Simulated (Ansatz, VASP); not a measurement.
# SnSe2: VASP beside Ansatz, part 2 of 2

Wanted: the spread between two codes on one cell, functional and k mesh. The cell is taken from a series of runs on this material, whose earlier steps may have relaxed, scaled, displaced or heated it; both programs get it as it stands.

VASP 6.6.1 and Ansatz 0.2.0.

So far: The structure; Ansatz: relaxation of cell and atoms, PBE with D3(BJ), pair 1; VASP: relaxation of cell and atoms, PBE with D3(BJ), pair 1; Comparison.

**5. VASP: relaxation of cell and atoms, PBE with D3(BJ), pair 2**

Level of this step: PBE with D3(BJ); plane waves and PAW (Se, Sn_d) (VASP).

The relaxed volume is the usual yardstick between codes: in a stiff, nearly cubic crystal its relative difference is about their pressure difference at one cell divided by the bulk modulus.

INCAR reads:

```
SYSTEM = SnSe2
PREC = Accurate
ENCUT = 500
EDIFF = 1E-07
NELM = 120
ISMEAR = 0
SIGMA = 0.02
LREAL = .FALSE.
ALGO = Normal
GGA = PE
IVDW = 12
NBANDS = 19
LORBIT = 11
LWAVE = .FALSE.
LCHARG = .FALSE.
ISIF = 3
IBRION = 2
NSW = 80
EDIFFG = -0.005
LASPH = .TRUE.
GGA_COMPAT = .FALSE.
NELMIN = 4
EFERMI = MIDGAP
```

POSCAR reads:

```
SnSe2
1.0
    3.8381420000      0.0000000000      0.0000000000
   -1.9190710000      3.3239290000      0.0000000000
    0.0000000000      0.0000000000      6.0140770000
Se Sn
2 1
Direct
    0.3333333835      0.6666667669      0.2650822396
    0.6666666165      0.3333332331      0.7349177604
    0.0000000000      0.0000000000      0.0000000000
```

KPOINTS reads:

```
Automatic mesh
0
Gamma
12 12 6
0 0 0
```

The projector-augmented-wave data sets are Se and Sn_d (PBE family, release 64).

Run with:

```sh
$ mpirun -np 1 vasp_std
```

Numbers of over 12 decimals in the logs are rounded to 6 here.

What it wrote:

```text
[... set-up lines as in an earlier step ...]
 entering main loop
       N       E                     dE             d eps       ncg     rms          rms(c)
DAV:   1     0.198520318460E+03    0.19852E+03   -0.12056E+04  3852   0.151E+03
DAV:   2     0.107142373579E+02   -0.18781E+03   -0.18183E+03  4006   0.374E+02
DAV:   3    -0.112554963321E+02   -0.21970E+02   -0.21379E+02  4717   0.115E+02
DAV:   4    -0.120379514878E+02   -0.78246E+00   -0.78016E+00  4517   0.223E+01
[...]
DAV:  12    -0.118066011708E+02    0.10740E-06   -0.24519E-06  5117   0.118E-02    0.646E-03
DAV:  13    -0.118066016039E+02   -0.43304E-06   -0.19852E-06  3989   0.765E-03    0.255E-03
DAV:  14    -0.118066017034E+02   -0.99549E-07   -0.36449E-08  3270   0.127E-03
   1 F= -.12898422E+02 E0= -.12898422E+02  d E =-.128984E+02
[...]
N       E                     dE             d eps       ncg     rms          rms(c)
DAV:   1    -0.118095744409E+02   -0.29728E-02   -0.16857E-02  4843   0.185E+00    0.149E-01
[...]
DAV:   6    -0.118088836082E+02    0.49129E-06   -0.15189E-07  2455   0.407E-03    0.574E-04
DAV:   7    -0.118088835854E+02    0.22786E-07   -0.22494E-08  1978   0.140E-03
   2 F= -.12898437E+02 E0= -.12898437E+02  d E =-.150915E-04
 trial-energy change:   -0.000015  1 .order   -0.000019   -0.000108    0.000070
 step:   0.5745(harm=  0.6072)  dis= 0.00040  next Energy=   -12.898452 (dE=-0.303E-04)
[...]
N       E                     dE             d eps       ncg     rms          rms(c)
DAV:   1    -0.118080578352E+02    0.82577E-03   -0.30450E-03  4840   0.781E-01    0.636E-02
DAV:   2    -0.118079613136E+02    0.96522E-04   -0.17993E-04  4999   0.208E-01    0.288E-02
DAV:   3    -0.118079345434E+02    0.26770E-04   -0.78885E-05  4930   0.127E-01    0.584E-03
DAV:   4    -0.118079349774E+02   -0.43396E-06   -0.38914E-06  3848   0.182E-02    0.319E-03
DAV:   5    -0.118079353990E+02   -0.42164E-06   -0.29799E-07  4784   0.514E-03    0.999E-04
DAV:   6    -0.118079355648E+02   -0.16575E-06   -0.30296E-08  1960   0.181E-03    0.241E-04
DAV:   7    -0.118079355737E+02   -0.89467E-08   -0.48658E-09  1930   0.681E-04
   3 F= -.12898453E+02 E0= -.12898453E+02  d E =-.309756E-04
[...]
reached required accuracy - stopping structural energy minimisation
```

From OUTCAR (step 5):

```text
 Edisp (eV)   -1.08955

 Edisp (eV)   -1.09052

  Total       0.00547     0.00547    -0.01389    -0.00000     0.00000     0.00000
  in kB       0.11407     0.11407    -0.28971    -0.00000     0.00000     0.00000
  external pressure =       -0.02 kB  Pullay stress =        0.00 kB

 POSITION                                       TOTAL-FORCE (eV/Angst)
 -----------------------------------------------------------------------------------
      0.00000      2.21693      1.59507         0.000000     -0.000000      0.002363
      1.91992      1.10846      4.42070         0.000000      0.000000     -0.002363
      0.00000      0.00000      0.00000        -0.000000     -0.000000      0.000000
 -----------------------------------------------------------------------------------
    total drift:                               -0.000000     -0.000000      0.000000

  FREE ENERGIE OF THE ION-ELECTRON SYSTEM (eV)
  ---------------------------------------------------
  free  energy   TOTEN  =       -12.8984529886 eV

  energy  without entropy=      -12.8984529886  energy(sigma->0) =      -12.89845299

[... 1 part as in an earlier step ...]

[... 3 further parts left out ...]
[key lines of the parts left out:]
E-fermi :   4.6041
```

**6. Ansatz: relaxation of cell and atoms, PBE with D3(BJ), pair 2**

The same cell, functional, mesh and smearing now go to Ansatz, which takes its cutoff from its data sets.

The cell is taken from a series of runs on this material, whose earlier steps may have relaxed, scaled, displaced or heated it; both programs get it as it stands.

input.yaml reads:

```yaml
crystal:
  lattice:
    - [3.8381424057, 0.0, 0.0]
    - [-1.9190712028, 3.3239288267, 0.0]
    - [0.0, 0.0, 6.0140770513]
  atoms:
    - { symbol: Se, position: [0.3333333333, 0.6666666667, 0.2650822226] }
    - { symbol: Se, position: [0.6666666667, 0.3333333333, 0.7349177774] }
    - { symbol: Sn, position: [0.0, 0.0, 0.0] }
kpoints:
  mp_grid: { grid: [12, 12, 6] }
hamiltonian:
  xc: pbe
  dispersion: d3bj
  pseudopotentials: { kind: paw, azcp: { folder: soft_1 } }
scf:
  occupations: { method: gaussian, width: 0.02 }
output:
  forces: true
  stress: true
  eigenvalues: true
relax:
  adjacent_minimum: "off"
  f_tol: 0.005
  max_steps: 80
  cell: { stress_tol: 0.05 }
```

Run with:

```sh
$ ansatz run input.yaml --threads 8 --pin off --max-ram 16384MiB --backend cpu --events-out ev --progress --plain --runs-dir out
```

What it wrote:

```text
[...]
Crystal: 3 atoms, lattice volume = 76.726 Å³
Basis set: ecut = 420 eV, 1485 PW (Γ), exchange–correlation on 54×54×90 points (8 copies of the dense FFT grid, shifted against one another)
Bands: 28, of which v1, the nominal top of the filled ones, is band 23 counted from 1 (22 counted from 0)
Symmetry: 12 space group operations
[...]
k-points: 100 of 864
[...]
--- Relaxed structure (1 steps of the walk, 1 accepted, 1 SCFs on fresh bases) ---
[...]
cell:  # Å, volume = 76.7259 Å³
    - [3.838142, -2.886748555617124e-11, 0.0]
    - [-1.919071, 3.323929, 0.0]
    - [0.0, 0.0, 6.0140770513]
  atoms:
    - { symbol: Se, position: [0.333333, 0.666667, 0.265082] }
    - { symbol: Se, position: [0.666667, 0.333333, 0.734918] }
    - { symbol: Sn, position: [0.0, 0.0, 0.0] }
[key lines of the parts left out:]
SCF converged after 5 iterations
Free energy (F): -16964.520383 eV
Fermi energy:    8.346366 eV
P = ⅓ Tr σ = 0.0154 GPa (0.154 kbar)
```

**7. Differences**

What differs besides the data sets and the points named for the pairs above, as far as they apply: the data sets hold 46 valence electrons in Ansatz (on its PAW soft_1 files) and 26 in VASP. Total energies have different zeros and are not compared.

Both answers:

| quantity | Ansatz | VASP | difference |
| --- | --- | --- | --- |
| volume (Å³) | 76.73 | 76.82 | -0.12 % |
| edge a after relaxation, in the typed setting (Å) | 3.838 | 3.840 | -0.04 % |
| edge c after relaxation, in the typed setting (Å) | 6.014 | 6.016 | -0.03 % |

**8. Summary of results**

| Quantity | Value |
| --- | --- |
| difference in edge c after relaxation, in the typed setting (relaxation of cell and atoms, PBE with D3(BJ), pair 1) | 0.13 % |
| difference in volume (relaxation of cell and atoms, PBE with D3(BJ), pair 2) | -0.12 % |

The difference in edge c after relaxation, in the typed setting is 0.13 % (relaxation of cell and atoms, PBE with D3(BJ), pair 1), within the 1.2 % picked in this series as the mark of a large difference, as far as the stopping tolerances let one tell. The data sets hold unlike numbers of valence electrons (46 in Ansatz and 26 in VASP), so part of the differences comes from the potentials. How closely two codes agree says nothing of how well the functional describes the real material.

[Lines on the potential files, build, host, timing and source positions are cut from VASP's logs without a mark.]

[Logs are printed without paths, hosts, clocks, repeated set-up lines and the standing remarks that a program may print on its own settings, such as how far it seeks lower states.]

[Hosts, paths, dates, database ids (printed as entryN), source tags and the programs' standing remarks are cut or masked in the printed files.]
